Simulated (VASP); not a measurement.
The system is Cd4TeO3.

```
Cd Te O
1.0
    -2.75000    2.75000    5.42500
     2.75000   -2.75000    5.42500
     2.75000    2.75000   -5.42500
Cd Te O
4 1 3
Direct
  0.14822 0.14822 0.58473
  0.56349 0.56349 0.41527
  0.43651 0.85178 0.00000
  0.85178 0.43651 0.00000
  0.00000 0.00000 0.00000
  0.50000 0.50000 0.00000
  0.75000 0.25000 0.50000
  0.25000 0.75000 0.50000
```

The cell was built by a generator and needn't be a form met in nature.

- Program: VASP 6.6.1
- Task: relaxation of cell and atoms
- Functional: PBE
- Potentials or basis: VASP PAW PBE potentials, release 64 (Cd, Te, O)
- Cutoff: 520 eV
- k mesh: 8 × 8 × 8
- Occupations: gaussian, width 0.1 eV
- Spin: no spin polarisation

At the start: pressure 0.2 GPa; volume 20.51 Å³/atom.

Question: Where does the relaxation end?

Answer: Over 12 steps the energy falls by 3.4 meV/atom and the volume is 20.42 Å³/atom (-0.5 %); space group I-42m (No. 121, to 0.05 Å).

Step by step:
```tsv
step	energy change (eV)	largest force (eV/Å)	pressure (GPa)	volume (Å³)
1	0.0000	0.0278	0.18	164.11
2	-0.0042	0.0270	-0.06	164.66
3	-0.0085	0.0332	-0.58	165.78
4	-0.0111	0.0358	-0.49	165.52
5	-0.0175	0.0452	-0.21	164.75
6	-0.0231	0.0708	0.36	163.17
7	-0.0232	0.0755	0.45	162.91
8	-0.0257	0.0591	0.26	163.17
9	-0.0272	0.0362	-0.06	163.54
10	-0.0274	0.0234	-0.02	163.43
11	-0.0275	0.0125	0.03	163.26
12	-0.0275	0.0079	-0.01	163.34
```

Final structure:
```
Cd Te O
1.0
    -2.82765    2.82765    5.10714
     2.82765   -2.82765    5.10714
     2.82765    2.82765   -5.10714
Cd Te O
4 1 3
Direct
  0.14522 0.14522 0.58475
  0.56048 0.56048 0.41525
  0.43952 0.85478 0.00000
  0.85478 0.43952 0.00000
  0.00000 0.00000 0.00000
  0.50000 0.50000 0.00000
  0.75000 0.25000 0.50000
  0.25000 0.75000 0.50000
```
